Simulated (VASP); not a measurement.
Take InP (zinc blende), against free atoms with fixed spin and no zero-point term, in VASP with PAW potentials, and its cohesive energy.

### Question
One run gives 3.30 eV/atom. Which level is it?
A) RPBE
B) PBE
C) LDA
D) AM05

### Answer
D, AM05.  The others give 4.02 (LDA), 3.14 (PBE), 2.77 (RPBE).

Only levels that ran to the end are used. Left out are those held back, those with too coarse a band path, GW runs whose mesh misses a band edge, hybrids' fits of cells that aren't cubic and levels without matching references; a question may draw on a part of the rest.
